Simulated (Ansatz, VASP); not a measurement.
# HfN in two plane-wave programs, part 2 of 2

One calculation is typed for both programs; each brings its own data sets. How far apart do they land? The cell is taken from a series of runs on this material, whose earlier steps may have relaxed, scaled, displaced or heated it; both programs get it as it stands.

VASP 6.6.1 and Ansatz 0.2.0.

So far: Set-up; VASP: elastic constants, PBEsol.

### 3. Ansatz: elastic constants, PBEsol

Level of this step: Ansatz beside VASP: Kohn-Sham DFT, plane waves, PBEsol (Ansatz).

Ansatz runs on its default PAW (the set named soft_2) files.

The same cell, functional, mesh and smearing now go to Ansatz, which takes its cutoff from its data sets.

input.yaml reads:

```yaml
crystal:
  lattice:
    - [0.0, 2.2515657276, 2.2515657276]
    - [2.2515657276, 0.0, 2.2515657276]
    - [2.2515657276, 2.2515657276, 0.0]
  atoms:
    - { symbol: Hf, position: [0.0, 0.0, 0.0] }
    - { symbol: "N", position: [0.5, 0.5, 0.5] }
kpoints:
  mp_grid: { grid: [4, 4, 4] }
hamiltonian:
  xc: pbesol
scf:
  occupations: { method: methfessel_paxton, width: 0.25 }
output:
  forces: true
  stress: true
  eigenvalues: true
elastic:
  mode: relaxed_ion
  stencil: two_point
  amplitude: 0.01
```

On the command line:

```console
$ ansatz run input.yaml --threads 4 --pin off --max-ram 16384MiB --backend cpu --events-out ev --progress --plain --runs-dir out
```

Numbers of over 12 decimals in the logs are rounded to 6 here.

The log of the run:

```text
Engine: ansatz 0.2.0, aarch64-unknown-linux-gnu
Pseudopotentials: kind: paw
Pseudopotential: Hf, paw, valence charge 26, recommended cutoff 420 eV (normal), Hf.paw.azcp
Pseudopotential: N, paw, valence charge 5, recommended cutoff 420 eV (normal), N.paw.azcp
Functional definition: PBEsol
  exchange = pbesol_x
  correlation = pbesol_c
Crystal: 2 atoms, lattice volume = 22.829 Å³
Basis set: ecut = 420 eV, 459 PW (Γ), exchange–correlation on 48×48×48 points (8 copies of the dense FFT grid, shifted against one another)
Bands: 20, of which v1, the nominal top of the filled ones, is band 16 counted from 1 (15 counted from 0)
Symmetry: 48 space group operations
Space group: Fm-3m (ITA 225), of the structure as read, at distance tolerance 2.8e-5 Å
k-points: 8 of 64
Non-local potential: Hf, projectors of the file, l = 0: 3, l = 1: 2, l = 2: 2, l = 3: 3
Non-local potential: N, projectors of the file, l = 0: 2, l = 1: 2, l = 2: 1
PAW form: soft (Blöchl's): semilocal exchange-correlation on the pseudo side does not see the compensation charge
PAW frozen core: Hf, regenerated for the run's functional, and the local potential with it (the file was generated under x = pbe(κ = 0.804, μ = 0.219515), c = pbe(β = 0.066725))
PAW frozen core: N, regenerated for the run's functional, and the local potential with it (the file was generated under x = pbe(κ = 0.804, μ = 0.219515), c = pbe(β = 0.066725))
PAW one-centre angular grid: Hf, 590 points (default); XC on 64 Gauss nodes
PAW one-centre angular grid: N, 110 points (default); XC on 64 Gauss nodes
Initial density: superposition of atomic densities (neutral atoms: chi_scale 0, normalization atom), corrected by the library's trained network
Initial wavefunctions: pseudopotential atomic-orbital guess
Functional: x = pbesol(κ = 0.804, μ = 0.123457), c = pbesol(β = 0.046)
SCF iter   1: F=—  HF=-15980.244037 eV  |F-HF|=—  |Δ(HF+E_count)|=         —  Δρ=8.33e-3  dr2=1.36e-2  ethr=1.77e-3  ⟨swp⟩=4.5  Hψ=605  notcnv=0
preconditioner: auto → none  [insulator: Δε(μ)=0.230 eV  Ē_g=19.044 eV  σ=0.250 eV  W_gap=0.67  n_scr=14 (ndim 8)  ℏωp=41.9 eV  f_vac=0.000  D(μ)=1.57/eV (n_scr^D=14)  ε∞_Penn≈5.8]
SCF iter   2: F=—  HF=-15980.240266 eV  |F-HF|=—  |Δ(HF+E_count)|=   3.77e-3  S|Δr|=    0.00e0  Δρ=2.39e-3  dr2=9.23e-4  ethr=4.38e-5  ⟨swp⟩=2.0  Hψ=266  notcnv=0
SCF iter   3: F=—  HF=-15980.240086 eV  |F-HF|=—  |Δ(HF+E_count)|=   1.80e-4  S|Δr|=    0.00e0  Δρ=5.23e-4  dr2=2.48e-5  ethr=2.98e-6  ⟨swp⟩=2.0  Hψ=241  notcnv=0
SCF iter   4: F=—  HF=-15980.240053 eV  |F-HF|=—  |Δ(HF+E_count)|=   3.37e-5  S|Δr|=    0.00e0  Δρ=3.27e-4  dr2=7.19e-6  ethr=7.99e-8  ⟨swp⟩=2.1  Hψ=285  notcnv=0
SCF iter   5: F=—  HF=-15980.240050 eV  |F-HF|=—  |Δ(HF+E_count)|=   2.93e-6  S|Δr|=    0.00e0  Δρ=1.32e-5  dr2=1.68e-8  ethr=2.32e-8  ⟨swp⟩=1.5  Hψ=220  notcnv=0
SCF iter   6: F=—  HF=-15980.240066 eV  |F-HF|=—  |Δ(HF+E_count)|=   1.59e-5  S|Δr|=    0.00e0  Δρ=1.82e-6  dr2=3.42e-10  ethr=5.41e-11  ⟨swp⟩=2.1  Hψ=267  notcnv=0
SCF iter   7: F=—  HF=-15980.240066 eV  |F-HF|=—  |Δ(HF+E_count)|=  7.28e-11  S|Δr|=    0.00e0  Δρ=9.10e-8  dr2=9.67e-13  ethr=1.10e-12  ⟨swp⟩=2.0  Hψ=276  notcnv=0
SCF iter   8: F=-15980.240066 eV  HF=-15980.240066 eV  |F-HF|=0.00e0  |Δ(HF+E_count)|=    0.00e0  S|Δr|=    0.00e0  Δρ=9.43e-9  dr2=2.01e-14  ethr=1.00e-12  ⟨swp⟩=6.4  Hψ=708  notcnv=0
SCF 1 converged in 8 iterations: F = -15980.240066 eV  dr2 = 2.01e-14
  greatest PAW one-centre occupation: 0.998 electrons in one spin orbital (limit 2), on the Hf atom at site 0 (counted from 0), in its partial waves of l = 3
Crystal: 2 atoms, lattice volume = 22.601 Å³
Basis set: ecut = 420 eV, 443 PW (Γ), exchange–correlation on 48×48×48 points (8 copies of the dense FFT grid, shifted against one another)
Symmetry: 16 space group operations
k-points: 13 of 64
Initial density: handed on by an earlier stage of this run
Initial wavefunctions: those handed on with the density
iter 1 solved again at ethr=2.72e-6 eV; its pass at ethr=3.10e-3 eV (dr2=8.44e-4 eV) is discarded
SCF iter   1: F=—  HF=-15980.236012 eV  |F-HF|=—  |Δ(HF+E_count)|=         —  Δρ=2.33e-3  dr2=9.76e-4  ethr=2.72e-6  ⟨swp⟩=2.0  Hψ=1342  notcnv=0  defer=1
preconditioner: auto → none  [insulator: Δε(μ)=0.189 eV  Ē_g=19.119 eV  σ=0.250 eV  W_gap=0.56  n_scr=14 (ndim 8)  ℏωp=42.1 eV  f_vac=0.000  D(μ)=1.51/eV (n_scr^D=14)  ε∞_Penn≈5.8]
[...]
SCF 3 converged in 9 iterations: F = -15980.236034 eV  dr2 = 1.67e-14
Crystal: 2 atoms, lattice volume = 22.828 Å³
Symmetry: 8 space group operations
k-points: 18 of 64
[...]
preconditioner: auto → Kerker (q_TF=auto, 2.871 Å⁻¹)  [metal: Δε(μ)=0.133 eV  Ē_g=19.082 eV  σ=0.250 eV  W_gap=0.40  n_scr=14 (ndim 8)  ℏωp=41.9 eV  f_vac=0.000  D(μ)=1.50/eV (n_scr^D=14)]
[...]
SCF 4 converged in 9 iterations: F = -15980.239710 eV  dr2 = 1.73e-14
[...]
SCF iter   1: F=—  HF=-15980.239716 eV  |F-HF|=—  |Δ(HF+E_count)|=         —  Δρ=2.71e-4  dr2=1.55e-5  ethr=5.06e-8  ⟨swp⟩=1.9  Hψ=1643  notcnv=0  defer=1
preconditioner: auto → Kerker (q_TF=auto, 2.871 Å⁻¹)  [metal: Δε(μ)=0.132 eV  Ē_g=19.082 eV  σ=0.250 eV  W_gap=0.40  n_scr=14 (ndim 8)  ℏωp=41.9 eV  f_vac=0.000  D(μ)=1.50/eV (n_scr^D=14)]
SCF iter   2: F=—  HF=-15980.239714 eV  |F-HF|=—  |Δ(HF+E_count)|=   1.89e-6  S|Δr|=    0.00e0  Δρ=1.40e-4  dr2=3.85e-6  ethr=4.99e-8  ⟨swp⟩=2.0  Hψ=382  notcnv=0  defer=1
SCF iter   3: F=—  HF=-15980.239707 eV  |F-HF|=—  |Δ(HF+E_count)|=   6.75e-6  S|Δr|=    0.00e0  Δρ=4.81e-5  dr2=5.51e-7  ethr=1.24e-8  ⟨swp⟩=1.9  Hψ=546  notcnv=0  defer=1
SCF iter   4: F=—  HF=-15980.239710 eV  |F-HF|=—  |Δ(HF+E_count)|=   2.87e-6  S|Δr|=    0.00e0  Δρ=1.64e-5  dr2=3.57e-8  ethr=1.78e-9  ⟨swp⟩=2.0  Hψ=624  notcnv=0  defer=1
SCF iter   5: F=—  HF=-15980.239710 eV  |F-HF|=—  |Δ(HF+E_count)|=   5.48e-8  S|Δr|=    0.00e0  Δρ=8.17e-6  dr2=6.02e-9  ethr=1.15e-10  ⟨swp⟩=2.3  Hψ=647  notcnv=0  defer=1
SCF iter   6: F=—  HF=-15980.239710 eV  |F-HF|=—  |Δ(HF+E_count)|=  5.09e-11  S|Δr|=    0.00e0  Δρ=1.06e-6  dr2=1.32e-10  ethr=1.94e-11  ⟨swp⟩=2.3  Hψ=649  notcnv=0  defer=1
SCF iter   7: F=—  HF=-15980.239710 eV  |F-HF|=—  |Δ(HF+E_count)|=  1.82e-11  S|Δr|=    0.00e0  Δρ=1.63e-7  dr2=4.09e-12  ethr=4.25e-13 (applied; sched 1.00e-12)  ⟨swp⟩=2.6  Hψ=617  notcnv=0  defer=1
SCF iter   8: F=—  HF=-15980.239710 eV  |F-HF|=—  |Δ(HF+E_count)|=    0.00e0  S|Δr|=    0.00e0  Δρ=4.08e-8  dr2=3.82e-13  ethr=1.32e-14 (applied; sched 1.00e-12)  ⟨swp⟩=2.0  Hψ=600  notcnv=0  defer=7
SCF iter   9: F=—  HF=-15980.239710 eV  |F-HF|=—  |Δ(HF+E_count)|=    0.00e0  S|Δr|=    0.00e0  Δρ=1.18e-8  dr2=2.73e-14  ethr=1.00e-12  ⟨swp⟩=5.1  Hψ=1390  notcnv=0
SCF iter  10: F=-15980.239710 eV  HF=-15980.239710 eV  |F-HF|=3.64e-12  |Δ(HF+E_count)|=  3.64e-12  S|Δr|=    0.00e0  Δρ=3.74e-9  dr2=3.52e-15  ethr=1.00e-12  ⟨swp⟩=4.1  Hψ=1205  notcnv=0
SCF 5 converged in 10 iterations: F = -15980.239710 eV  dr2 = 3.52e-15
SCF converged after 8 iterations
Stability not checked: this state was not tested for a lower state beside it, because cold or Methfessel-Paxton smearing, or corrected tetrahedra, fill the levels in a way that the test cannot read (fill_not_monotonic; see scf.lower_state_search)
Free energy (F): -15980.240066 eV
Harris-Foulkes:  -15980.240066 eV  (|F-HF|=0.00e0)
Internal energy: -15980.234081 eV  (E = F + TS)
E sigma→0 (E₀):  -15980.238569 eV
Entropy (-TS):   -0.005985 eV (-2.992 meV/atom)
Fermi energy:    23.446660 eV
--- Per-component energies (eV) ---
  E_band       = 185.654711
  E_kinetic    = 557.232816
  E_local      = -4696.205488  (includes V_loc(G=0)·N_el)
  E_nonlocal   = -1192.566179
  E_hartree    = 2230.432185
  E_xc         = -359.038328
  E_vxc        = -344.551311  (∫ρ·V_xc dr)
  E_paw        = -6929.687085  (= ΣΔE_a)
  E_vpaw       = 1400.880402  (= ΣTr[D̂ρ^β])
  E_aug_tail   = 0.000093  (compensation charges beyond the density's cutoff)
  E_ewald      = -5591.681285
  E_core_change = 1.279190  (= ΣΔE_core)
  E_smearing   = -0.005985  (= −TS)
  E_closure    = -0.000000  (closes the sum)
  Σ components = -15980.240066   (vs F -15980.240066, Δ=0.00e0)
--- Forces (eV/Å), atoms counted from 1 ---
  atom   1  Hf    -0.00000000     0.00000000    -0.00000000
  atom   2  N      0.00000000    -0.00000000     0.00000000
  max |Σ_I F_I| component: 1.15e-29 eV/Å
--- Stress (GPa, compression-positive) ---
       -0.000802      -0.000000       0.000000
        0.000000      -0.000802       0.000000
       -0.000000       0.000000      -0.000802
  P = ⅓ Tr σ = -0.0008 GPa (-0.008 kbar)
--- Band table (eV; the first three rows and the last of 8) ---
  k-point 0: bands = [... 12 lower, 21.0392, 21.0392, 21.0392, 23.5372, 23.5372, 23.5372, 25.8108, 25.8795]
  k-point 1: bands = [... 12 lower, 17.5369, 18.9194, 18.9194, 24.5229, 25.2633, 25.2633, 28.6586, 29.3123]
  k-point 2: bands = [... 12 lower, 14.9613, 17.6845, 17.6845, 27.2406, 27.6650, 27.6650, 28.4154, 32.8905]
  k-point 7: bands = [... 12 lower, 17.7745, 18.4498, 18.4498, 25.0832, 25.0832, 29.5464, 29.5688, 30.1503]
--- Elastic constants: 2 strain directions × 2 members + reference (group order 48) ---
  dense FFT box of the reference and of every strained cell: 24×24×24
  strains applied: 11, 23; error gains: componentwise 1.00 (the most a stress slope's error grows in a printed constant), spectral 1.73 (1 for all six strains in a standard setting)
  C = ∂σ_k/∂η_j (tension-positive GPa; Voigt order 11 22 33 23 13 12):
       584.334    134.159    134.159      0.000      0.000     -0.000
       134.159    584.334    134.159     -0.000      0.000      0.000
       134.159    134.159    584.334     -0.000      0.000      0.000
         0.000      0.000      0.000     54.076      0.000     -0.000
         0.000      0.000     -0.000     -0.000     54.076      0.000
        -0.000      0.000     -0.000      0.000     -0.000     54.076
  reference stress σ⁰ (GPa):      0.001      0.001      0.001     -0.000      0.000      0.000
  C* (energy form; C + prestress term) asymmetry max|C*_kj − C*_jk| = 2.842e-14 GPa — a small one proves nothing (zero by symmetry where the batch's group is 432, −43m or m−3m); a large one is finite-difference/SCF noise where every solve meets its electron count
  moduli (Voigt/Reuss/Hill, GPa): K = 284.22/284.22/284.22   G = 122.48/77.69/100.08   E = 268.71   ν = 0.342
  mechanically stable: yes (min eigenvalue of sym C = 54.08 GPa)
  strain η (Voigt 11):  stress-route row diagonal C_11 = 584.33 GPa, energy-path curvature d²(F+E_count+ΔE)/dδ²/Ω₀ = 581.72 GPa
         δ    σ_11 (GPa)             F (eV)   n_scf  n_hpsi   n_pw
    -1.000e-2      -6.2362      -15980.2356462       9    5747    445   relax 0 steps, max|allowed force component| 1.50e-29 eV/Å
     1.000e-2       5.4505      -15980.2360345       9    5453    460   relax 0 steps, max|allowed force component| 1.14e-29 eV/Å
  strain η (Voigt 23):  stress-route row diagonal C_44 = 54.08 GPa, energy-path curvature d²(F+E_count+ΔE)/dδ²/Ω₀ = 52.15 GPa
         δ    σ_23 (GPa)             F (eV)   n_scf  n_hpsi   n_pw
    -1.000e-2      -0.5408      -15980.2397100       9    7626    459   relax 0 steps, max|allowed force component| 2.84e-29 eV/Å
     1.000e-2       0.5408      -15980.2397100      10    8649    459   relax 0 steps, max|allowed force component| 1.10e-29 eV/Å
```

### 4. Differences

Known differences besides the potentials themselves: the data sets hold 31 valence electrons in Ansatz (on its default PAW (the set named soft_2) files) and 15 in VASP; the cutoff is 420 eV in Ansatz and 600 eV in VASP; Ansatz makes its cores anew for this functional, VASP keeps those of its PBE data sets; VASP takes each elastic constant from one size of strain, Ansatz from those that its log lists. Total energies have different zeros and are not compared.

Compared:

| quantity | Ansatz | VASP | difference |
| --- | --- | --- | --- |
| C11 (GPa) | 584.3 | 597.5 | -2.20 % |
| C22 (GPa) | 584.3 | 597.5 | -2.20 % |
| C33 (GPa) | 584.3 | 597.5 | -2.20 % |
| C12 (GPa) | 134.2 | 129.0 | +3.99 % |
| C13 (GPa) | 134.2 | 129.0 | +3.99 % |
| C23 (GPa) | 134.2 | 129.0 | +3.99 % |
| C44 (GPa) | 54.1 | 74.1 | -27.05 % |
| C55 (GPa) | 54.1 | 74.1 | -27.05 % |
| C66 (GPa) | 54.1 | 74.1 | -27.05 % |

### 5. Outcome

```
difference in C44 (elastic constants, PBEsol) : -27 %
```

The difference in C44 is -27 % (elastic constants, PBEsol), beyond the 5 % picked in this series as the mark of a large difference. The data sets hold unlike numbers of valence electrons (31 in Ansatz and 15 in VASP), so part of the differences comes from the potentials. Such differences can come from data sets, numerical settings and the points named under the comparisons, not from the functional's error against experiment.

[Lines on the potential files, build, host, timing and source positions are cut from VASP's logs without a mark.]

[Logs are printed without paths, hosts, clocks, repeated set-up lines and the standing remarks that a program may print on its own settings, such as how far it seeks lower states.]

[Hosts, paths, dates, database ids (printed as entryN), source tags and the programs' standing remarks are cut or masked in the printed files.]
